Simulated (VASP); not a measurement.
A cell of Ni₃Fe (L1_2) near equilibrium:

```
CELL_PARAMETERS angstrom
      3.51007     0.00000     0.00000
      0.00000     3.51007     0.00000
      0.00000     0.00000     3.51007
ATOMIC_POSITIONS crystal
  Fe 0.00000 0.00000 0.00000
  Ni 0.00000 0.50000 0.50000
  Ni 0.50000 0.00000 0.50000
  Ni 0.50000 0.50000 0.00000
```
Starting moments (μB, in the order of the record's atoms Fe Ni Ni Ni): 3.2 0.7 0.7 0.7.

Computed with r2SCAN meta-GGA, VASP's PBE PAW potentials (set 64) (plane waves; VASP).

| run | ΔE (meV/atom) | σxx | σyy | σzz | largest shear component, with its sign (GPa) | largest force (eV/Å) | moment (μB) |
|---|---|---|---|---|---|---|---|
| as it is | 0.0 | 0.63 | 0.63 | 0.63 | 0.00 | 0.000 | 5.24 |
| after one change | 61.2 | 24.66 | 17.19 | 24.66 | 0.00 | 0.000 | 5.16 |
Stress is in GPa, positive when the cell is compressed.

Question: Which change was made?
A. biaxial strain of -4.0 % in the xz plane
B. isotropic strain of -0.5 %
C. isotropic strain of +0.5 %
D. atom 3 (Ni) moved by 0.150 Å along y

Answer: A, biaxial strain of -4.0 % in the xz plane

The compound is Ni3Fe in the L1_2 structure. The spin order is the one that the start imposed; others were not tried in this run.
